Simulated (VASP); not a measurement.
AlN, 4 atoms in the cell. It takes space group P6_3mc (No. 186, hexagonal). Conventional cell: a = 3.128 Å, b = 3.128 Å, c = 5.015 Å, α = 90.00°, β = 90.00°, γ = 120.00°. Al (site symmetry 3m) has 4 N at 1.90 to 1.91 Å as nearest neighbours. N (site symmetry 3m) has 4 Al at 1.90 to 1.91 Å as nearest neighbours. 

- Program: VASP 6.6.1
- Task: vibrations by finite differences
- Functional: PBE
- Potentials or basis: VASP PAW PBE potentials, release 64 (Al, N)
- Cutoff: 700 eV
- k mesh: 12 × 12 × 6
- Occupations: gaussian, width 0.02 eV
- Spin: no spin polarisation
- Ions in elastic constants: relaxed
- Further INCAR settings: ALGO = Fast; EDIFF = 1e-08; IBRION = 6; POTIM = 0.015; NSW = 1; ISIF = 3

Potentials or basis: VASP PAW PBE potentials, release 64 (Al, N).

The run is started by

```bash
$ cat potpaw_PBE.64/Al/POTCAR potpaw_PBE.64/N/POTCAR > POTCAR
$ mpirun -np 4 vasp_std > vasp.out
```

Hardware: 4 MPI ranks on Intel(R) Xeon(R) Platinum 8259CL CPU @ 2.50GHz (Skylake/Cascade Lake) (shared host).

Question: How long does it take, and how much memory?

Answer: It took 11 min on 4 MPI ranks on Intel(R) Xeon(R) Platinum 8259CL CPU @ 2.50GHz (Skylake/Cascade Lake) (shared host), peak memory 0.63 GiB a rank. Counts: scf iterations 243, k points 76.
